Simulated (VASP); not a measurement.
The system is F2, in a box.

```
F
1.0
    11.85123    0.00000    0.00000
     0.00000   12.35123    0.00000
     0.00000    0.00000   12.85123
F
2
Direct
  0.51282 0.55875 0.49122
  0.48681 0.44780 0.50903
```

Base run:

| Quantity | Value |
| --- | --- |
| Program | VASP 6.6.1 |
| Functional | rev-vdW-DF2 |
| Potentials or basis | VASP PAW PBE potentials, release 64 (F) |
| Cutoff | 400 eV |
| k mesh | 1 × 1 × 1 |
| Occupations | gaussian, width 0.01 eV |
| Spin | no spin polarisation |

Its results: gap between the frontier levels 3.43 eV; largest force 0.038 eV/Å.

Question: The run is repeated on the same cell with these changes: functional from rev-vdW-DF2 to PBEsol. What comes out?

Answer: Gap between the frontier levels 3.36 eV; largest force 0.535 eV/Å.

Caveats: the PAW data sets were made with another functional, which shifts forces and pressure a little.

A k mesh can miss the band edges.

Not every run made on this cell is shown here.
